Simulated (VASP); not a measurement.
OSZICAR of a VASP run on Pd (fcc):

OSZICAR:
```
       N       E                     dE             d eps       ncg     rms          rms(c)
DAV:   1     0.201000192300E+02    0.20100E+02   -0.53963E+03  2618   0.108E+03
DAV:   2    -0.256984285644E+02   -0.45798E+02   -0.44587E+02  2755   0.199E+02
DAV:   3    -0.260606462320E+02   -0.36222E+00   -0.36012E+00  3270   0.213E+01
DAV:   4    -0.260626042060E+02   -0.19580E-02   -0.19575E-02  3252   0.132E+00
DAV:   5    -0.260626303810E+02   -0.26175E-04   -0.26175E-04  3381   0.114E-01    0.845E+00
DAV:   6    -0.227364451176E+02    0.33262E+01   -0.70045E+00  2685   0.248E+01    0.403E+00
DAV:   7    -0.229446808523E+02   -0.20824E+00   -0.83885E-01  2825   0.638E+00    0.243E+00
DAV:   8    -0.229418650751E+02    0.28158E-02   -0.25726E-02  2694   0.127E+00    0.280E-01
DAV:   9    -0.229470105671E+02   -0.51455E-02   -0.62519E-03  3060   0.688E-01    0.114E-01
DAV:  10    -0.229471160279E+02   -0.10546E-03   -0.83178E-04  3131   0.282E-01    0.441E-02
DAV:  11    -0.229471910395E+02   -0.75012E-04   -0.43174E-04  3709   0.142E-01    0.503E-02
DAV:  12    -0.229471910575E+02   -0.18003E-07   -0.52680E-05  2746   0.748E-02    0.211E-02
DAV:  13    -0.229472059475E+02   -0.14890E-04   -0.48828E-05  2838   0.553E-02    0.270E-03
DAV:  14    -0.229472090045E+02   -0.30570E-05   -0.47747E-06  2835   0.145E-02    0.123E-03
DAV:  15    -0.229472088710E+02    0.13352E-06   -0.23762E-07  2865   0.497E-03    0.860E-04
DAV:  16    -0.229472094554E+02   -0.58444E-06   -0.65255E-08  2682   0.382E-03    0.210E-04
DAV:  17    -0.229472093688E+02    0.86654E-07   -0.24333E-09  1452   0.460E-04
   1 F= -.22947209E+02 E0= -.22947061E+02  d E =-.443901E-03
```

**Question.** Which electronic solver shows in the log?

**Answer.** It is blocked Davidson (ALGO = Normal, or the opening steps of other solvers). The INCAR had ALGO = Normal.

**Question.** Can the final energy be trusted as converged?

**Answer.** Self-consistency was reached. It stopped with EDIFF = 1E-7, NELM = 100 (r2SCAN meta-GGA, plane waves, VASP's PBE PAW potentials (set 64)).

The compound is Pd in the fcc structure. It was relaxed first.
